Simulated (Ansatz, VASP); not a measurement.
# Two plane-wave programs on Sc3TaO3

```xyz
7
Lattice="4.4655 0.0000 0.0000 0.0000 4.4655 0.0000 0.0000 0.0000 4.4655" Properties=species:S:1:pos:R:3 pbc="T T T"
Sc    0.0000    2.2328    0.0000
Sc    0.0000    0.0000    2.2328
Sc    2.2328    0.0000    0.0000
Ta    2.2328    2.2328    2.2328
O     2.2328    0.0000    2.2328
O     2.2328    2.2328    0.0000
O     0.0000    2.2328    2.2328
```

The cell was built by a generator and needn't be a form met in nature.

Alike in both runs: task single point; functional PBE; k mesh 8 × 8 × 8; occupations gaussian, width 0.1 eV; no spin polarisation.

```csv
,VASP,Ansatz
version,VASP 6.6.1,Ansatz 0.2.0
potentials or method,"VASP PAW PBE potentials, release 64 (Sc_sv, Ta_pv, O)","scalar-relativistic, plane waves, PAW"
plane-wave cutoff (eV),520,420
valence electrons in the cell,62,64
```

|  | VASP | Ansatz | Ansatz less VASP |
| --- | --- | --- | --- |
| gap on the k mesh at the Fermi level (eV) | none | none | - |
| pressure (GPa) | 0.7 | 0.0 | -0.69 |

A gap of «none» marks a metal or a gap that the smearing closes. With one functional, cell and mesh, what is left measures potentials, basis and numerics. The two sets of potentials don't hold the same shells in valence.

Spin-orbit coupling is left out, which matters for the levels of Ta.
